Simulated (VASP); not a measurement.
Here is the system:

```
CELL_PARAMETERS angstrom
      4.29616     0.00000     0.00000
      0.00000     4.29616     0.00000
      0.00000     0.00000     4.29616
ATOMIC_POSITIONS crystal
  Ba 0.00000 0.00000 0.00000
  Zr 0.50000 0.50000 0.50000
  O  0.50000 0.00000 0.50000
  O  0.00000 0.50000 0.50000
  O  0.50000 0.50000 0.00000
```

Computed with rev-vdW-DF2, VASP's PBE PAW potentials (set 64) (plane waves; VASP 6.6.1). Run with 520 eV cut-off, 5×5×5 Γ-centred mesh, Gaussian smearing of 0.050 eV, potentials Ba_sv Zr_sv O.

**Question.** Predict the energy per atom (σ→0), pressure.

**Answer.** 
- energy per atom (σ→0) = -6.798 eV/atom
- pressure = -8.07 GPa

The absolute energy has meaning only against runs of the same code, potentials and settings.

The compound is BaZrO3 in the cubic perovskite structure. This cell is one point of a volume scan, at 1.06 of the reference volume.
